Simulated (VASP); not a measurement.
Data:

```
CdS
1.0
    0.00000     2.87650     2.87650
    2.87650     0.00000     2.87650
    2.87650     2.87650     0.00000
Cd S
1 1
Cartesian
  0.00000   0.00000   0.00000
  1.43825   1.43825   1.43825
```

All values below come from PBE0 hybrid, VASP's PBE PAW potentials (set 64) (plane waves; VASP). Run with 520 eV cut-off, 6×6×6 Γ-centred mesh, Gaussian smearing of 0.050 eV, potentials Cd S.

**Question.** Give the stress tensor in GPa (positive for a compressed cell).

**Answer.** 
```
4.96  0.00  0.00
0.00  4.96  0.00
0.00  0.00  4.96
```
The pressure is its mean diagonal, 4.96 GPa.

The compound is CdS in the zinc blende structure, a metastable form; wurtzite is the usual one. This cell is one point of a volume scan, at 0.91 of the reference volume. The cell's shape comes from a PBE relaxation.
